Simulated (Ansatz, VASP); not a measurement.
# Cross-check of Ba2ClF3 between VASP and Ansatz, part 2 of 2

Wanted: the spread between two codes on one cell, functional and k mesh. The cell is taken from a series of runs on this material, whose earlier steps may have relaxed, scaled, displaced or heated it; both programs get it as it stands.

VASP 6.6.1 and Ansatz 0.2.0.

So far: Set-up; Ansatz: dielectric response, LDA.

### 3. VASP: dielectric response, LDA

Level of this step: LDA; plane waves and PAW (Ba_sv, Cl, F) (VASP).

The same cell, functional (in two slightly different forms) and mesh now go to VASP, with its own data sets.

Lines of VASP's logs that name or quote its potential files are left out, and so is its time.

The input, INCAR:

```
SYSTEM = Ba2ClF3
PREC = Accurate
ENCUT = 520
EDIFF = 1E-08
NELM = 120
ISMEAR = 0
SIGMA = 0.01
LREAL = .FALSE.
ALGO = Normal
GGA = CA
NBANDS = 30
LORBIT = 11
LWAVE = .FALSE.
LCHARG = .FALSE.
ISIF = 2
LEPSILON = .TRUE.
LASPH = .TRUE.
GGA_COMPAT = .FALSE.
EFERMI = MIDGAP
KPAR = 2
```

The input, POSCAR:

```
Ba2ClF3
1.0
    4.4976579259      0.0000000000      0.0000000000
   -2.2488289630      3.8950860214      0.0000000000
    0.0000000000      0.0000000000      7.5007560000
Ba Cl F
2 1 3
Direct
    0.6666666700      0.3333333300      0.2012390000
    0.3333333300      0.6666666700      0.7987610000
    0.0000000000      0.0000000000      0.5000000000
    0.0000000000      0.0000000000      0.0000000000
    0.6666666700      0.3333333300      0.8357330000
    0.3333333300      0.6666666700      0.1642670000
```

The input, KPOINTS:

```
Automatic mesh
0
Gamma
6 6 4
0 0 0
```

Potentials, in the order of the species: Ba_sv, Cl and F (LDA family, release 64).

Command:

```console
$ mpirun -np 2 vasp_std
```

Numbers of over 12 decimals in the logs are rounded to 6 here.

Output:

```text
[banner, memory and clock lines left out]
running    2 mpi-ranks, on    1 nodes
 distrk:  each k-point on    1 cores,    2 groups
 distr:  one band on    1 cores,    1 groups

 POSCAR found type information on POSCAR BaClF
 POSCAR found :  3 types and       6 ions
 LDA part: xc-table for (Slater(with rela. corr.)+CA(PZ))
 , standard interpolation
 POSCAR, INCAR and KPOINTS ok, starting setup
 FFT: planning ... GRIDC
 FFT: planning ... GRID_SOFT
 FFT: planning ... GRID
 WAVECAR not read
 entering main loop
       N       E                     dE             d eps       ncg     rms          rms(c)
DAV:   1     0.346703479846E+03    0.34670E+03   -0.23518E+04  1440   0.145E+03
DAV:   2    -0.158420638565E+02   -0.36255E+03   -0.35045E+03  2056   0.306E+02
DAV:   3    -0.372282511967E+02   -0.21386E+02   -0.21288E+02  1754   0.833E+01
DAV:   4    -0.378407168413E+02   -0.61247E+00   -0.61185E+00  2178   0.119E+01
DAV:   5    -0.378508341948E+02   -0.10117E-01   -0.10116E-01  1740   0.147E+00    0.103E+01
DAV:   6    -0.351569158335E+02    0.26939E+01   -0.12146E+01  1670   0.217E+01    0.538E+00
DAV:   7    -0.350447160211E+02    0.11220E+00   -0.90053E-01  1904   0.526E+00    0.286E+00
DAV:   8    -0.349347217050E+02    0.10999E+00   -0.16902E-01  1670   0.296E+00    0.569E-01
DAV:   9    -0.349229793028E+02    0.11742E-01   -0.43179E-02  1882   0.130E+00    0.211E-01
DAV:  10    -0.349222244057E+02    0.75490E-03   -0.54991E-03  1762   0.440E-01    0.131E-01
DAV:  11    -0.349220076759E+02    0.21673E-03   -0.95539E-04  1928   0.242E-01    0.400E-02
DAV:  12    -0.349219961729E+02    0.11503E-04   -0.32510E-04  1710   0.983E-02    0.201E-02
DAV:  13    -0.349219895678E+02    0.66052E-05   -0.71133E-05  1710   0.589E-02    0.804E-03
DAV:  14    -0.349219894801E+02    0.87608E-07   -0.12001E-05  1704   0.226E-02    0.508E-03
DAV:  15    -0.349219893549E+02    0.12529E-06   -0.25212E-06  1704   0.929E-03    0.240E-03
DAV:  16    -0.349219892900E+02    0.64846E-07   -0.48302E-07  1724   0.500E-03    0.829E-04
DAV:  17    -0.349219892849E+02    0.51305E-08   -0.13250E-07  1732   0.238E-03    0.383E-04
DAV:  18    -0.349219892830E+02    0.19081E-08   -0.19377E-08  1314   0.943E-04
   1 F= -.34921989E+02 E0= -.34921989E+02  d E =0.000000E+00
 Linear response reoptimize wavefunctions to high precision
DAV:   1    -0.349219892830E+02   -0.55024E-10   -0.23431E-09  1146   0.310E-04
DAV:   2    -0.349219892831E+02   -0.83219E-10   -0.42336E-10  1110   0.104E-04
 Linear response G [H, r] |phi>, progress :
  Direction:   1
       N       E                     dE             d eps       ncg     rms
RMM:   1    -0.178523331722E+03   -0.17852E+03    0.60553E+02  3083   0.117E+02
RMM:   2    -0.172183282830E+03    0.63400E+01   -0.37926E+01  2704   0.233E+01
RMM:   3    -0.173111195547E+03   -0.92791E+00   -0.42236E+00  3223   0.603E+00
RMM:   4    -0.173257377627E+03   -0.14618E+00   -0.35021E-01  3345   0.171E+00
RMM:   5    -0.173274513322E+03   -0.17136E-01   -0.50023E-02  3368   0.575E-01
RMM:   6    -0.173277167518E+03   -0.26542E-02   -0.67650E-03  3443   0.208E-01
RMM:   7    -0.173277539139E+03   -0.37162E-03   -0.12243E-02  3557   0.846E-02
RMM:   8    -0.173277599536E+03   -0.60397E-04   -0.26576E-03  3551   0.263E-02
RMM:   9    -0.173277603937E+03   -0.44003E-05    0.57829E-06  3556   0.109E-02
RMM:  10    -0.173277604730E+03   -0.79328E-06   -0.17068E-05  3437   0.583E-03
RMM:  11    -0.173277605404E+03   -0.67436E-06    0.20287E-04  3323   0.447E-03
RMM:  12    -0.173277603436E+03    0.19687E-05    0.92849E-05  3105   0.405E-03
RMM:  13    -0.173277602713E+03    0.72261E-06   -0.78532E-06  2934   0.394E-03
RMM:  14    -0.173277602946E+03   -0.23320E-06    0.10190E-06  2763   0.390E-03
RMM:  15    -0.173277603101E+03   -0.15436E-06    0.54700E-05  2649   0.388E-03
 Linear response G [H, r] |phi>, progress :
  Direction:   2
       N       E                     dE             d eps       ncg     rms
RMM:   1    -0.177416307742E+03   -0.17742E+03    0.61616E+02  3089   0.117E+02
RMM:   2    -0.171929650978E+03    0.54867E+01   -0.37546E+01  2671   0.229E+01
RMM:   3    -0.172868862497E+03   -0.93921E+00   -0.43326E+00  3238   0.606E+00
RMM:   4    -0.173016769416E+03   -0.14791E+00   -0.35072E-01  3359   0.170E+00
RMM:   5    -0.173034058468E+03   -0.17289E-01   -0.48394E-02  3370   0.573E-01
RMM:   6    -0.173036699568E+03   -0.26411E-02   -0.34401E-03  3452   0.209E-01
RMM:   7    -0.173037090760E+03   -0.39119E-03    0.34376E-03  3582   0.868E-02
RMM:   8    -0.173037148621E+03   -0.57861E-04   -0.13181E-04  3605   0.263E-02
RMM:   9    -0.173037156969E+03   -0.83478E-05   -0.37785E-03  3589   0.112E-02
RMM:  10    -0.173037159084E+03   -0.21156E-05    0.25167E-04  3466   0.601E-03
RMM:  11    -0.173037160284E+03   -0.11996E-05    0.12361E-04  3345   0.465E-03
RMM:  12    -0.173037159406E+03    0.87792E-06    0.24358E-04  3177   0.424E-03
RMM:  13    -0.173037159960E+03   -0.55415E-06    0.18539E-04  2955   0.412E-03
[...]
RMM:   7    -0.172803394744E+03   -0.32589E-03    0.58380E-03  3400   0.759E-02
RMM:   8    -0.172803413819E+03   -0.19075E-04    0.38552E-04  3397   0.243E-02
RMM:   9    -0.172803439571E+03   -0.25752E-04    0.85359E-04  3387   0.984E-03
RMM:  10    -0.172803416523E+03    0.23048E-04    0.13171E-03  3279   0.517E-03
[...]
RMM:  14    -0.729526866448E+00    0.20954E-09   -0.83157E-07  1587   0.255E-04
 change of polarisation eV/A/(eV/A) component  2 :    -0.037     1.459    -0.007
 dielectric tensor                  component  2 :    -0.052     3.009    -0.010
 Linear response to external field (no local field effect), progress :
  Direction:   3
       N       E                     dE             d eps       ncg     rms          rms(c)
RMM:   1    -0.697902935193E+00   -0.69790E+00   -0.19215E+00  2861   0.350E+00
RMM:   2    -0.710854700124E+00   -0.12952E-01   -0.93920E-02  3104   0.803E-01
RMM:   3    -0.714602464423E+00   -0.37478E-02   -0.81063E-03  3206   0.241E-01
RMM:   4    -0.715135713415E+00   -0.53325E-03   -0.94559E-04  3284   0.812E-02
RMM:   5    -0.715189668967E+00   -0.53956E-04   -0.15039E-04  3240   0.283E-02
RMM:   6    -0.715198190867E+00   -0.85219E-05   -0.22091E-05  3242   0.105E-02
RMM:   7    -0.715199344414E+00   -0.11535E-05    0.31713E-06  3104   0.450E-03
RMM:   8    -0.715199507408E+00   -0.16299E-06   -0.25208E-05  2911   0.127E-03
RMM:   9    -0.715199520508E+00   -0.13100E-07    0.14206E-06  2800   0.535E-04
RMM:  10    -0.715199522797E+00   -0.22884E-08   -0.24080E-06  2539   0.271E-04
RMM:  11    -0.715199523118E+00   -0.32167E-09   -0.16745E-07  2205   0.204E-04
RMM:  12    -0.715199521776E+00    0.13423E-08   -0.13671E-07  1798   0.188E-04
RMM:  13    -0.715199521963E+00   -0.18728E-09   -0.58395E-08  1606   0.186E-04
 change of polarisation eV/A/(eV/A) component  3 :    -0.005    -0.007     1.430
 dielectric tensor                  component  3 :    -0.007    -0.010     2.970
 Linear response to external field, progress :
  Direction:   1
       N       E                     dE             d eps       ncg     rms          rms(c)
RMM:   1    -0.715290259082E+00   -0.71529E+00   -0.20612E+00  5719   0.363E+00
RMM:   2    -0.727426247307E+00   -0.12136E-01   -0.90865E-02  6189   0.820E-01    0.158E+00
RMM:   3    -0.669060784600E+00    0.58365E-01   -0.10572E-01  5086   0.117E+00    0.796E-01
RMM:   4    -0.679955603386E+00   -0.10895E-01   -0.67366E-02  5035   0.941E-01    0.235E-01
RMM:   5    -0.692588310875E+00   -0.12633E-01   -0.47997E-03  5766   0.285E-01    0.334E-02
RMM:   6    -0.693354100649E+00   -0.76579E-03   -0.69789E-04  6446   0.722E-02    0.247E-02
RMM:   7    -0.694577137331E+00   -0.12230E-02   -0.13856E-04  6040   0.301E-02    0.798E-03
RMM:   8    -0.694471936642E+00    0.10520E-03   -0.96448E-05  6461   0.108E-02    0.214E-03
RMM:   9    -0.694564921415E+00   -0.92985E-04   -0.30955E-05  6712   0.380E-03    0.740E-04
RMM:  10    -0.694572783559E+00   -0.78621E-05   -0.20125E-05  6757   0.146E-03    0.291E-04
RMM:  11    -0.694578183862E+00   -0.54003E-05   -0.88481E-06  6855   0.631E-04    0.815E-05
RMM:  12    -0.694578525772E+00   -0.34191E-06   -0.54847E-06  6240   0.351E-04    0.314E-05
RMM:  13    -0.694578900615E+00   -0.37484E-06   -0.31822E-06  5333   0.253E-04    0.151E-05
RMM:  14    -0.694578880338E+00    0.20277E-07   -0.20663E-06  3859   0.223E-04    0.432E-06
 change of polarisation eV/A/(eV/A) component  1 :     1.296    -0.025     0.000
 dielectric tensor                  component  1 :     2.785    -0.034     0.000
 Linear response to external field, progress :
  Direction:   2
       N       E                     dE             d eps       ncg     rms          rms(c)
RMM:   1    -0.715423470584E+00   -0.71542E+00   -0.20626E+00  5736   0.363E+00
RMM:   2    -0.727422833004E+00   -0.11999E-01   -0.92472E-02  6274   0.827E-01    0.158E+00
RMM:   3    -0.669079549036E+00    0.58343E-01   -0.10552E-01  5115   0.117E+00    0.796E-01
RMM:   4    -0.679895766777E+00   -0.10816E-01   -0.66458E-02  5039   0.941E-01    0.235E-01
RMM:   5    -0.692541928909E+00   -0.12646E-01   -0.47448E-03  5784   0.283E-01    0.337E-02
RMM:   6    -0.693373731402E+00   -0.83180E-03   -0.66651E-04  6556   0.713E-02    0.243E-02
RMM:   7    -0.694628851500E+00   -0.12551E-02   -0.17795E-04  6143   0.305E-02    0.774E-03
RMM:   8    -0.694466982977E+00    0.16187E-03   -0.90949E-05  6629   0.112E-02    0.245E-03
RMM:   9    -0.694566755843E+00   -0.99773E-04   -0.21521E-05  6714   0.425E-03    0.796E-04
RMM:  10    -0.694572951129E+00   -0.61953E-05   -0.13349E-05  6942   0.184E-03    0.346E-04
RMM:  11    -0.694576569983E+00   -0.36189E-05   -0.43807E-06  6911   0.714E-04    0.117E-04
RMM:  12    -0.694578861719E+00   -0.22917E-05   -0.19961E-06  6701   0.377E-04    0.248E-05
RMM:  13    -0.694578781250E+00    0.80469E-07   -0.11329E-06  5528   0.247E-04    0.138E-05
RMM:  14    -0.694578924408E+00   -0.14316E-06   -0.43343E-07  3842   0.217E-04    0.647E-06
 change of polarisation eV/A/(eV/A) component  2 :    -0.025     1.296    -0.000
 dielectric tensor                  component  2 :    -0.034     2.785    -0.000
 Linear response to external field, progress :
  Direction:   3
       N       E                     dE             d eps       ncg     rms          rms(c)
RMM:   1    -0.697902935193E+00   -0.69790E+00   -0.19215E+00  2861   0.350E+00
RMM:   2    -0.710854652836E+00   -0.12952E-01   -0.93920E-02  3102   0.802E-01    0.158E+00
RMM:   3    -0.649130755743E+00    0.61724E-01   -0.99911E-02  2554   0.123E+00    0.801E-01
RMM:   4    -0.658003531550E+00   -0.88728E-02   -0.49002E-02  2523   0.942E-01    0.239E-01
RMM:   5    -0.669199066021E+00   -0.11196E-01   -0.31197E-03  2914   0.254E-01    0.640E-02
RMM:   6    -0.673006111985E+00   -0.38070E-02   -0.48502E-04  2915   0.879E-02    0.207E-02
RMM:   7    -0.673728666147E+00   -0.72255E-03   -0.10487E-04  3109   0.319E-02    0.831E-03
RMM:   8    -0.673900398890E+00   -0.17173E-03   -0.52678E-05  2999   0.155E-02    0.307E-03
RMM:   9    -0.673981536528E+00   -0.81138E-04   -0.18854E-05  3178   0.634E-03    0.112E-03
RMM:  10    -0.673965495728E+00    0.16041E-04   -0.60473E-06  3183   0.273E-03    0.330E-04
RMM:  11    -0.673967701478E+00   -0.22057E-05    0.62045E-07  3243   0.995E-04    0.730E-05
RMM:  12    -0.673963750942E+00    0.39505E-05    0.15980E-06  3169   0.386E-04    0.646E-05
RMM:  13    -0.673963992579E+00   -0.24164E-06   -0.46919E-07  2789   0.226E-04    0.181E-05
RMM:  14    -0.673964128302E+00   -0.13572E-06   -0.43829E-07  2087   0.176E-04    0.120E-05
RMM:  15    -0.673964231745E+00   -0.10344E-06   -0.38896E-07  1764   0.169E-04    0.517E-06
 change of polarisation eV/A/(eV/A) component  3 :    -0.005    -0.007     1.253
 dielectric tensor                  component  3 :    -0.006    -0.010     2.726
 Born effective charges drift removed
```

OUTCAR, selected parts (step 3):

```text
ion  position               nearest neighbor table
   1  0.667  0.333  0.201-   6 2.61   6 2.61   6 2.61   5 2.74   4 3.00   4 3.00   4 3.00   3 3.43
                             3 3.43   3 3.43   2 3.98   2 3.98   2 3.98
   2  0.333  0.667  0.799-   5 2.61   5 2.61   5 2.61   6 2.74   4 3.00   4 3.00   4 3.00   3 3.43
                             3 3.43   3 3.43   1 3.98   1 3.98   1 3.98
   3  0.000  0.000  0.500-   1 3.43   2 3.43   1 3.43   2 3.43   1 3.43   2 3.43
   4  0.000  0.000  0.000-   1 3.00   2 3.00   1 3.00   2 3.00   1 3.00   2 3.00
   5  0.667  0.333  0.836-   2 2.61   2 2.61   2 2.61   1 2.74
   6  0.333  0.667  0.164-   1 2.61   1 2.61   1 2.61   2 2.74

  LATTYP: Found a hexagonal cell.
 ALAT       =     4.4976579259
 C/A-ratio  =     1.6677026407

 Subroutine GETGRP returns: Found 12 space group operations
 (whereof 12 operations were pure point group operations)

The static configuration has the point symmetry D_3d.

 Found     24 irreducible k-points:

   k-points           NKPTS =     24   k-points in BZ     NKDIM =     24   number of bands    NBANDS=     30

   dimension x,y,z NGX =    36 NGY =   36 NGZ =   56
   dimension x,y,z NGXF=    72 NGYF=   72 NGZF=  112

   ENCUT  =  520.0 eV  38.22 Ry    6.18 a.u.   8.36  8.36 13.95*2*pi/ulx,y,z

   NELECT =      48.0000    total number of electrons

 k-points in reciprocal lattice and weights: Automatic mesh
   0.00000000  0.00000000  0.00000000       0.007
   0.16666667 -0.00000000  0.00000000       0.042
   0.33333333  0.00000000  0.00000000       0.042
   0.50000000  0.00000000  0.00000000       0.021
   0.16666667  0.16666667  0.00000000       0.042
   0.33333333  0.16666667  0.00000000       0.083
   0.33333333  0.33333333  0.00000000       0.014
   0.00000000  0.00000000  0.25000000       0.014
   0.16666667 -0.00000000  0.25000000       0.042
[...]
0.33333333  0.16666667  0.50000000       0.083
   0.33333333  0.33333333  0.50000000       0.014

 average (electrostatic) potential at core
       1 -36.5046       2 -36.5046       3 -97.6818       4 -76.2813       5 -77.2380
       6 -77.2380

  Total       -4.5439442     -4.5439442     -3.9414589      0.0000000      0.0000000     -0.0000000
  in kB      -55.4032266    -55.4032266    -48.0572668      0.0000000      0.0000000     -0.0000000
  external PRESSURE =     -52.9545733 kB  Pullay stress =       0.0000000 kB

  energy-cutoff  :      520.00
  volume of cell :      131.40
      direct lattice vectors                 reciprocal lattice vectors
     4.497657926  0.000000000  0.000000000     0.222337940  0.128366870  0.000000000
    -2.248828963  3.895086021  0.000000000     0.000000000  0.256733740  0.000000000
     0.000000000  0.000000000  7.500756000     0.000000000  0.000000000  0.133319895

 POSITION                                       TOTAL-FORCE (eV/Angst)
 -----------------------------------------------------------------------------------
      2.24883      1.29836      1.50944         0.000000      0.000000     -0.255355
     -0.00000      2.59672      5.99131        -0.000000     -0.000000      0.255355
      0.00000      0.00000      3.75038         0.000000      0.000000      0.000000
      0.00000      0.00000      0.00000         0.000000      0.000000      0.000000
      2.24883      1.29836      6.26863        -0.000000      0.000000      0.120051
     -0.00000      2.59672      1.23213         0.000000     -0.000000     -0.120051
 -----------------------------------------------------------------------------------
    total drift:                                0.000000      0.000000     -0.000000

 MACROSCOPIC STATIC DIELECTRIC TENSOR (including local field effects in DFT)
 ------------------------------------------------------
           2.784531    -0.000000    -0.000000
          -0.000000     2.784531     0.000000
          -0.000000     0.000000     2.725743
 ------------------------------------------------------

 PIEZOELECTRIC TENSOR (including local field effects)  for field in x, y, z        (C/m^2)
          XX          YY          ZZ          XY          YZ          ZX
  --------------------------------------------------------------------------------
  x     0.00000     0.00000     0.00000     0.00000     0.00000     0.00000
  y     0.00000     0.00000     0.00000     0.00000     0.00000     0.00000
  z     0.00000     0.00000     0.00000     0.00000     0.00000     0.00000

 BORN EFFECTIVE CHARGES (including local field effects) (in |e|, cummulative output)
 ---------------------------------------------------------------------------------
 ion    1
    1     2.75633    -0.00000     0.00000
    2    -0.00000     2.75633     0.00000
    3     0.00000     0.00000     2.39661
 ion    2
    1     2.75633    -0.00000     0.00000
    2    -0.00000     2.75633     0.00000
    3     0.00000     0.00000     2.39661
 ion    3
    1    -1.19449     0.00000    -0.00000
    2     0.00000    -1.19449     0.00000
    3    -0.00000     0.00000    -1.28312
 ion    4
    1    -1.37806     0.00000     0.00000
    2     0.00000    -1.37806     0.00000
    3     0.00000     0.00000    -1.22251
 ion    5
    1    -1.47006     0.00000     0.00000
    2     0.00000    -1.47006     0.00000
    3     0.00000    -0.00000    -1.14380
 ion    6
    1    -1.47006     0.00000     0.00000
    2     0.00000    -1.47006     0.00000
    3     0.00000    -0.00000    -1.14380
```

Harder data sets than Ba_sv exist (the GW ones), and pressures, volumes and forces can shift noticeably with them.

### 4. Comparison

Known differences besides the potentials themselves: the two LDA forms differ slightly; fixed occupations in Ansatz, narrow Gaussian smearing in VASP; the cutoff is 420 eV in Ansatz and 520 eV in VASP; VASP's log shows a relativistic correction to its local exchange, Ansatz's none. Total energies have different zeros and are not compared.

The two programs side by side:

```tsv
quantity	Ansatz	VASP	difference
ε∞ xx	2.78	2.78	-0.06 %
ε∞ yy	2.78	2.78	-0.06 %
ε∞ zz	2.73	2.73	+0.09 %
Born charge of Ba1 (mean of the diagonal) (e)	2.66	2.64	+0.03
Born charge of Cl3 (mean of the diagonal) (e)	-1.23	-1.22	-0.01
Born charge of F4 (mean of the diagonal) (e)	-1.34	-1.33	-0.01
```

### 5. Summary of results

* difference in ε∞ zz (dielectric response, LDA): 0.087 %

In words: The difference in ε∞ zz is 0.087 % (dielectric response, LDA), within the 5 % picked in this series as the mark of a large difference. How closely two codes agree says nothing of how well the functional describes the real material.

[Lines on the potential files, build, host, timing and source positions are cut from VASP's logs without a mark.]

[Logs are printed without paths, hosts, clocks, repeated set-up lines and the standing remarks that a program may print on its own settings, such as how far it seeks lower states.]

[Hosts, paths, dates, database ids (printed as entryN), source tags and the programs' standing remarks are cut or masked in the printed files.]
